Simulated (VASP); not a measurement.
Four VASP jobs (plane waves, PAW):

A. Ni₃Fe (L1_2), 4 atoms, PBE, static run, 520 eV, 9×9×9 Γ-centred mesh
B. Sb$_{2}$S$_{3}$ (relaxed from the A-La2O3 structure, space group P-3m1), 5 atoms, PBEsol, DFPT for ε, Born charges and Γ modes, 400 eV, 9×9×3 Γ-centred mesh
C. Y (relaxed from the beta-Sn structure, space group I4_1/amd), 2 atoms, PBEsol+SOC, static run, 400 eV, 11×11×11 Γ-centred mesh
D. SnTe (rock salt), 2 atoms, PBEsol, static run, 520 eV, 7×7×7 Γ-centred mesh

Costs are core time on shared hosts, one run each; read them as rough ratios.

**Question.** Order them by core time, cheapest first.

**Answer.** D (10 core-seconds), A (40 core-seconds), C (5 core-minutes), B (20 core-minutes)
